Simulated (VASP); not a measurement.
These are PBEsol GGA, VASP's PBE PAW potentials (set 64) (plane waves; VASP) values and carry that method's errors.

Input for VASP

POSCAR:
```
Cl
1.0
  3.5728662070   0.0000000000   0.0000000000
 -1.7864331035   3.0941935199   0.0000000000
  0.0000000000   0.0000000000   7.5344293799
Cl
4
Cart
 -1.7864331035   3.0941935199   0.0000000000
 -1.7864331035   3.0941935199   3.7672146899
 -0.0000017864   2.0627967113   1.8836073450
  1.7864348899   1.0313968086   5.6508220349
```

INCAR:
```
ALGO = Normal
EDIFF = 1E-6
EDIFFG = -0.02
ENCUT = 400
GGA = PS
IBRION = 2
ISIF = 3
ISMEAR = 1
LASPH = .TRUE.
LCHARG = .FALSE.
LREAL = .FALSE.
LWAVE = .FALSE.
NELM = 100
NSW = 60
PREC = Accurate
SIGMA = 0.1
SYSTEM = Cl
```

**KPOINTS**
```
Automatic mesh
0
Gamma
9 9 4
0 0 0
```

POTCAR, in this order: Cl (PBE.64 set). Program: vasp_std.

Output

### OSZICAR
```
       N       E                     dE             d eps       ncg     rms          rms(c)
DAV:   1     0.160467663359E+03    0.16047E+03   -0.11291E+04  1296   0.110E+03
DAV:   2     0.300138318548E+01   -0.15747E+03   -0.15570E+03  1940   0.223E+02
DAV:   3    -0.541130623835E+01   -0.84127E+01   -0.83364E+01  1440   0.603E+01
DAV:   4    -0.553049224733E+01   -0.11919E+00   -0.11906E+00  1564   0.848E+00
DAV:   5    -0.553275370595E+01   -0.22615E-02   -0.22592E-02  1408   0.110E+00    0.127E+01
DAV:   6    -0.549668412642E+01    0.36070E-01   -0.46842E-02  1416   0.131E+00    0.778E+00
DAV:   7    -0.549367642470E+01    0.30077E-02   -0.53278E-02  1388   0.133E+00    0.427E-01
DAV:   8    -0.549220035867E+01    0.14761E-02   -0.33747E-03  1408   0.389E-01    0.133E-01
DAV:   9    -0.549201982349E+01    0.18054E-03   -0.76649E-04  1404   0.155E-01    0.274E-02
DAV:  10    -0.549202131191E+01   -0.14884E-05   -0.16958E-05  1418   0.342E-02    0.146E-02
DAV:  11    -0.549202219344E+01   -0.88153E-06   -0.20518E-06   832   0.108E-02
   1 F= -.54920222E+01 E0= -.54923182E+01  d E =-.549202E+01
       N       E                     dE             d eps       ncg     rms          rms(c)
DAV:   1    -0.549486516495E+01   -0.28439E-02   -0.68989E-02  1316   0.169E+00    0.285E-01
DAV:   2    -0.549293874135E+01    0.19264E-02   -0.34258E-03  1338   0.370E-01    0.108E-01
DAV:   3    -0.549249699804E+01    0.44174E-03   -0.15306E-03  1348   0.220E-01    0.105E-01
DAV:   4    -0.549249894326E+01   -0.19452E-05   -0.17592E-05  1538   0.307E-02    0.107E-01
DAV:   5    -0.549249836865E+01    0.57461E-06   -0.86492E-06  1358   0.177E-02
   2 F= -.54924984E+01 E0= -.54927920E+01  d E =-.476175E-03
       N       E                     dE             d eps       ncg     rms          rms(c)
DAV:   1    -0.549467237857E+01   -0.21734E-02   -0.58760E-02  1306   0.156E+00    0.292E-01
DAV:   2    -0.549302438673E+01    0.16480E-02   -0.28965E-03  1324   0.340E-01    0.119E-01
DAV:   3    -0.549264188915E+01    0.38250E-03   -0.13558E-03  1342   0.207E-01    0.800E-02
DAV:   4    -0.549264314669E+01   -0.12575E-05   -0.16546E-05  1382   0.300E-02    0.699E-02
DAV:   5    -0.549263503956E+01    0.81071E-05   -0.16786E-05  1354   0.245E-02    0.894E-03
DAV:   6    -0.549263422715E+01    0.81241E-06   -0.85529E-07   708   0.610E-03
   3 F= -.54926342E+01 E0= -.54929132E+01  d E =-.612034E-03
       N       E                     dE             d eps       ncg     rms          rms(c)
DAV:   1    -0.549355963177E+01   -0.92459E-03   -0.54510E-02  1300   0.148E+00    0.188E-01
DAV:   2    -0.549307211901E+01    0.48751E-03   -0.11514E-03  1358   0.233E-01    0.801E-02
DAV:   3    -0.549293269391E+01    0.13943E-03   -0.39850E-04  1538   0.106E-01    0.226E-02
DAV:   4    -0.549293472002E+01   -0.20261E-05   -0.10577E-05  1354   0.244E-02    0.134E-02
DAV:   5    -0.549293546518E+01   -0.74517E-06   -0.94282E-07   742   0.713E-03
   4 F= -.54929355E+01 E0= -.54932011E+01  d E =-.301238E-03
       N       E                     dE             d eps       ncg     rms          rms(c)
DAV:   1    -0.549505390610E+01   -0.21192E-02   -0.16896E-01  1296   0.261E+00    0.326E-01
DAV:   2    -0.549356500406E+01    0.14889E-02   -0.35497E-03  1358   0.409E-01    0.140E-01
DAV:   3    -0.549313042838E+01    0.43458E-03   -0.12370E-03  1528   0.186E-01    0.399E-02
DAV:   4    -0.549313744919E+01   -0.70208E-05   -0.33227E-05  1364   0.432E-02    0.237E-02
DAV:   5    -0.549313992104E+01   -0.24719E-05   -0.29965E-06   958   0.126E-02    0.151E-03
DAV:   6    -0.549313994497E+01   -0.23925E-07   -0.24442E-07   700   0.375E-03
   5 F= -.54931399E+01 E0= -.54933761E+01  d E =-.505718E-03
```

**OUTCAR**
```
------------------------ aborting loop because EDIFF is reached ----------------------------------------
  FORCE on cell =-STRESS in cart. coord.  units (eV):
  Direction    XX          YY          ZZ          XY          YZ          ZX
  --------------------------------------------------------------------------------------
  Total        0.0014139      0.0014139      0.0015908      0.0000000      0.0000000      0.0000000
  in kB        0.0269536      0.0269536      0.0303275      0.0000000      0.0000000      0.0000000
  external PRESSURE =       0.0280782 kB  Pullay stress =       0.0000000 kB
  volume of cell :       84.04
      direct lattice vectors                 reciprocal lattice vectors
     3.598846505  0.000000000  0.000000000     0.277866811  0.160426445 -0.000000000
    -1.799423253  3.116693132 -0.000000000    -0.000000000  0.320852890  0.000000000
     0.000000000  0.000000000  7.492809790    -0.000000000  0.000000000  0.133461282
 POSITION                                       TOTAL-FORCE (eV/Angst)
 -----------------------------------------------------------------------------------
     -0.00000      0.00000     -0.00000         0.000000      0.000000      0.000000
      0.00000      0.00000      3.74640         0.000000     -0.000000      0.000000
     -0.00000      2.07780      1.87320        -0.000000     -0.000000      0.000000
      1.79943      1.03890      5.61961         0.000000      0.000000     -0.000000
 -----------------------------------------------------------------------------------
    total drift:                                0.000000     -0.000000      0.000000
  FREE ENERGIE OF THE ION-ELECTRON SYSTEM (eV)
  ---------------------------------------------------
  free  energy   TOTEN  =        -5.4931399450 eV

  energy  without entropy=       -5.4938484581  energy(sigma->0) =       -5.49337612

 reached required accuracy - stopping structural energy minimisation
```
(Selected blocks of OUTCAR.)

### CONTCAR
```
Cl
   1.00000000000000
     3.5988465053642273    0.0000000000000000    0.0000000000000000
    -1.7994232526821137    3.1166931318330002   -0.0000000000000000
     0.0000000000000000    0.0000000000000000    7.4928097899888169
  Cl
     4
Direct
     0.0000000000000000    0.0000000000000000    0.0000000000000000
     0.0000000000000000    0.0000000000000000    0.5000000000000000
     0.3333330000000032    0.6666669999999968    0.2500000000000000
     0.6666669999999968    0.3333330000000032    0.7500000000000000
```

The structure was generated: Cl was put into the dhcp type (P6_3/mmc), which need not be its known phase. This run relaxes it. Symmetry was kept, so distortions that lower it aren't found. The start is the result of an earlier pass.
